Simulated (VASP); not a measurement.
Consider the following.

```yaml
crystal:
  lattice:
    - [-2.21563, 2.21563, 2.21563]
    - [2.21563, -2.21563, 2.21563]
    - [2.21563, 2.21563, -2.21563]
  atoms:
    - { symbol: Ca, position: [0.00000, 0.00000, 0.00000] }
```

Calculation: r2SCAN meta-GGA, VASP's PBE PAW potentials (set 64) (plane waves; VASP 6.6.1). Run with 400 eV cut-off, 13×13×13 Γ-centred mesh, tetrahedra with Blöchl corrections, potentials Ca_sv.

Give the energies of bands 5 to 8 at the high-symmetry points, in eV from the Fermi level.

```json
[
 {"band": "5", "Γ": "-4.30", "H": "0.14", "N": "-0.87", "P": "0.36"},
 {"band": "6", "Γ": "2.60", "H": "0.14", "N": "-0.19", "P": "0.36"},
 {"band": "7", "Γ": "2.60", "H": "4.03", "N": "1.57", "P": "0.36"},
 {"band": "8", "Γ": "2.60", "H": "4.03", "N": "3.57", "P": "3.99"}
]
```

It has no gap at this level: it comes out as a metal or semimetal.

The structure comes from a measured Ca entry (Im-3m) of the Crystallography Open Database, whose conditions weren't checked. It was relaxed first.
